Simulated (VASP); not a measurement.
Output of a VASP run:

**OUTCAR**
```
 ion  position               nearest neighbor table
   1  0.000  0.000  0.000-   2 2.58   2 2.58   2 2.58   2 2.58
   2  0.250  0.250  0.250-   1 2.58   1 2.58   1 2.58   1 2.58
  LATTYP: Found a face centered cubic cell.
 ALAT       =     5.9536369004
 Subroutine PRICEL returns:
 Original cell was already a primitive cell.
 Subroutine GETGRP returns: Found 24 space group operations
The static configuration has the point symmetry T_d .
The dynamic configuration has the point symmetry T_d .
 Subroutine INISYM returns: Found 24 space group operations
 Subroutine IBZKPT returns following result:
 Found     20 irreducible k-points:

 Following reciprocal coordinates:
            Coordinates               Weight
  0.000000  0.000000  0.000000      1.000000
  0.142857  0.000000  0.000000      8.000000
  0.285714  0.000000  0.000000      8.000000
  0.428571  0.000000  0.000000      8.000000
  0.142857  0.142857  0.000000      6.000000
  0.285714  0.142857  0.000000     24.000000
  0.428571  0.142857  0.000000     24.000000
 -0.428571  0.142857  0.000000     24.000000
 -0.285714  0.142857  0.000000     24.000000
 -0.142857  0.142857  0.000000     12.000000
  0.285714  0.285714  0.000000      6.000000
  0.428571  0.285714  0.000000     24.000000
 -0.428571  0.285714  0.000000     24.000000
 -0.285714  0.285714  0.000000     12.000000
  0.428571  0.428571  0.000000      6.000000
 -0.428571  0.428571  0.000000     12.000000
  0.428571  0.285714  0.142857     24.000000
 -0.428571  0.285714  0.142857     48.000000
 -0.428571  0.428571  0.142857     24.000000
 -0.285714  0.428571  0.142857     24.000000
   k-points           NKPTS =     20   k-points in BZ     NKDIM =     20   number of bands    NBANDS=     13
   number of dos      NEDOS =    301   number of ions     NIONS =      2
   total plane-waves  NPLWV =  32768
   dimension x,y,z NGX =    32 NGY =   32 NGZ =   32
   dimension x,y,z NGXF=    64 NGYF=   64 NGZF=   64
   ions per type =               1   1
   PREC   = accura    normal or accurate (medium, high low for compatibility)
   ISTART =      0    job   : 0-new  1-cont  2-samecut
   ICHARG =      2    charge: 1-file 2-atom 10-const
   ISPIN  =      1    spin polarized calculation?
   LNONCOLLINEAR =      F non collinear calculations
   LSORBIT =      F    spin-orbit coupling
   INIWAV =      1    electr: 0-lowe 1-rand  2-diag
   ENCUT  =  520.0 eV  38.22 Ry    6.18 a.u.   7.83  7.83  7.83*2*pi/ulx,y,z
   NELM   =    100;   NELMIN=  2; NELMDL= -5     # of ELM steps
   EDIFF  = 0.1E-05   stopping-criterion for ELM
   LREAL  =      F    real-space projection
   NLSPLINE    = F    spline interpolate recip. space projectors
   LMAXMIX     =    4 max onsite mixed and CHGCAR
   VOSKOWN=      0    Vosko Wilk Nusair interpolation
   EDIFFG = -.1E-01   stopping-criterion for IOM
   NSW    =     60    number of steps for IOM
   NBLOCK =      1;   KBLOCK =     60    inner block; outer block
   IBRION =      2    ionic relax: 0-MD 1-quasi-New 2-CG
   NFREE  =      1    steps in history (QN), initial steepest desc. (CG)
   ISIF   =      3    stress and relaxation
   ISYM   =      2    0-nonsym 1-usesym 2-fastsym
   TEIN   =    0.0    initial temperature
   TEBEG  =    0.0;   TEEND  =   0.0 temperature during run
   SMASS  =  -3.00    Nose mass-parameter (am)
   PSTRESS=    0.0 pullay stress
   NELECT =      18.0000    total number of electrons
   EFERMI =   0.00;   METHOD = LEGACY
   ISMEAR =     0;   SIGMA  =   0.05  broadening in eV -4-tet -1-fermi 0-gaus
   IALGO  =     38    algorithm
   LDIAG  =      T    sub-space diagonalisation (order eigenvalues)
   IMIX   =      4    mixing-type and parameters
     AMIX     =   0.40;   BMIX     =  1.00
     AMIX_MAG =   1.60;   BMIX_MAG =  1.00
     AMIN     =   0.10
   METAGGA = MS2    functional components
   VOSKOWN =     0    Vosko Wilk Nusair interpolation
   LHFCALC =     F    Hartree Fock is set to
   LHFONE  =     F    Hartree Fock one center treatment
...
```

### OSZICAR
```
       N       E                     dE             d eps       ncg     rms          rms(c)
DAV:   1     0.966648642206E+02    0.96665E+02   -0.76742E+03   520   0.141E+03
DAV:   2    -0.433247745439E+01   -0.10100E+03   -0.94869E+02   520   0.260E+02
DAV:   3    -0.110153412425E+02   -0.66829E+01   -0.65752E+01   736   0.774E+01
DAV:   4    -0.112069119306E+02   -0.19157E+00   -0.19141E+00   575   0.118E+01
DAV:   5    -0.112133081072E+02   -0.63962E-02   -0.63959E-02   786   0.231E+00    0.104E+01
DAV:   6    -0.413284716220E+01    0.70805E+01   -0.29166E+01   550   0.140E+02    0.752E+00
DAV:   7    -0.258210688304E+01    0.15507E+01   -0.65522E+00   620   0.986E+01    0.252E+00
DAV:   8    -0.259850393094E+01   -0.16397E-01   -0.99677E-01   790   0.282E+01    0.147E+00
DAV:   9    -0.258387381119E+01    0.14630E-01   -0.95060E-02   795   0.705E+00    0.590E-01
DAV:  10    -0.258474053679E+01   -0.86673E-03   -0.14970E-02   668   0.300E+00    0.322E-01
DAV:  11    -0.256929803539E+01    0.15443E-01   -0.14694E-02   530   0.168E+00    0.212E-01
DAV:  12    -0.258246114013E+01   -0.13163E-01   -0.12390E-02   618   0.231E+00    0.773E-02
DAV:  13    -0.258260311960E+01   -0.14198E-03   -0.83572E-04   822   0.466E-01    0.656E-02
DAV:  14    -0.258247127722E+01    0.13184E-03   -0.12749E-04   535   0.146E-01    0.351E-02
DAV:  15    -0.258268901298E+01   -0.21774E-03   -0.37045E-04   618   0.590E-01    0.276E-02
DAV:  16    -0.258260791014E+01    0.81103E-04   -0.55892E-05   733   0.154E-01    0.215E-02
DAV:  17    -0.258261321414E+01   -0.53040E-05   -0.13208E-06   400   0.144E-02    0.137E-02
DAV:  18    -0.258261724863E+01   -0.40345E-05   -0.19707E-06   439   0.393E-02    0.584E-03
DAV:  19    -0.258261172390E+01    0.55247E-05   -0.58510E-07   280   0.728E-03    0.343E-03
DAV:  20    -0.258261027534E+01    0.14486E-05   -0.88453E-08   290   0.561E-03    0.609E-04
DAV:  21    -0.258260990600E+01    0.36934E-06   -0.60118E-08   290   0.633E-03
   1 F= -.25826099E+01 E0= -.25826099E+01  d E =-.258261E+01
       N       E                     dE             d eps       ncg     rms          rms(c)
DAV:   1    -0.258415249165E+01   -0.15422E-02   -0.26545E-02   520   0.423E+00    0.314E-01
DAV:   2    -0.258276303193E+01    0.13895E-02   -0.15689E-02   520   0.416E+00    0.129E-01
DAV:   3    -0.258245542064E+01    0.30761E-03   -0.31822E-03   520   0.201E+00    0.543E-02
DAV:   4    -0.258243094874E+01    0.24472E-04   -0.18394E-04   558   0.160E-01    0.254E-02
DAV:   5    -0.258245902441E+01   -0.28076E-04   -0.18347E-05   805   0.871E-02    0.130E-02
DAV:   6    -0.258248427177E+01   -0.25247E-04   -0.15044E-05   686   0.724E-02    0.541E-03
DAV:   7    -0.258248750006E+01   -0.32283E-05   -0.39342E-06   565   0.544E-02    0.192E-03
DAV:   8    -0.258248710144E+01    0.39862E-06   -0.25883E-07   285   0.725E-03
   2 F= -.25824871E+01 E0= -.25824871E+01  d E =0.122805E-03
```

**OUTCAR**
```
------------------------ aborting loop because EDIFF is reached ----------------------------------------
  FORCE on cell =-STRESS in cart. coord.  units (eV):
  Direction    XX          YY          ZZ          XY          YZ          ZX
  --------------------------------------------------------------------------------------
  Total        0.0062605      0.0062605      0.0062605     -0.0000000      0.0000000      0.0000000
  in kB        0.1905786      0.1905786      0.1905786     -0.0000000      0.0000000      0.0000000
  external PRESSURE =       0.1905786 kB  Pullay stress =       0.0000000 kB
  volume of cell :       52.63
      direct lattice vectors                 reciprocal lattice vectors
    -0.000000000  2.974443672  2.974443672    -0.168098662  0.168098662  0.168098662
     2.974443672 -0.000000000  2.974443672     0.168098662 -0.168098662  0.168098662
     2.974443672  2.974443672  0.000000000     0.168098662  0.168098662 -0.168098662
  FREE ENERGIE OF THE ION-ELECTRON SYSTEM (eV)
  ---------------------------------------------------
  free  energy   TOTEN  =        -2.5824871014 eV

  energy  without entropy=       -2.5824871014  energy(sigma->0) =       -2.58248710

 reached required accuracy - stopping structural energy minimisation
```
(Selected blocks of OUTCAR.)

**POSCAR**
```
CuI
1
   -0.0000000000     2.9768184502     2.9768184502
    2.9768184502    -0.0000000000     2.9768184502
    2.9768184502     2.9768184502     0.0000000000
Cu I
1 1
Direct
  1.0000000000   0.0000000000   0.0000000000
  0.2500000000   0.2500000000   0.2500000000
```

Q: Write an INCAR and KPOINTS that could have produced this output.

A: Several could match; the one computed here: the input of the run itself, MS2 meta-GGA, plane waves, VASP's PBE PAW potentials (set 64).

INCAR:
```
PREC = Accurate
LMIXTAU = .TRUE.
LCHARG = .FALSE.
LMAXMIX = 4
SIGMA = 0.05   ! width (eV)
ALGO = Normal   ! blocked Davidson
METAGGA = MS2
ISMEAR = 0   ! Gaussian
ENCUT = 520   ! plane-wave cut-off (eV)
NELM = 100
LREAL = .FALSE.
EDIFF = 1E-6   ! SCF stop (eV)
LASPH = .TRUE.   ! aspherical one-centre terms
SYSTEM = CuI
IBRION = 2
ISIF = 3   ! ions, shape and volume
LWAVE = .FALSE.
NSW = 60   ! most ionic steps
EDIFFG = -0.01   ! ionic stop
```

File KPOINTS:
```
Automatic mesh
0
gamma
 7 7 7
```

POTCAR, in this order: Cu I (PBE.64 set). Program: vasp_std.

The compound is CuI in the zinc blende structure. This run relaxes it. Symmetry was kept, so distortions that lower it aren't found. The start is the result of an earlier pass.
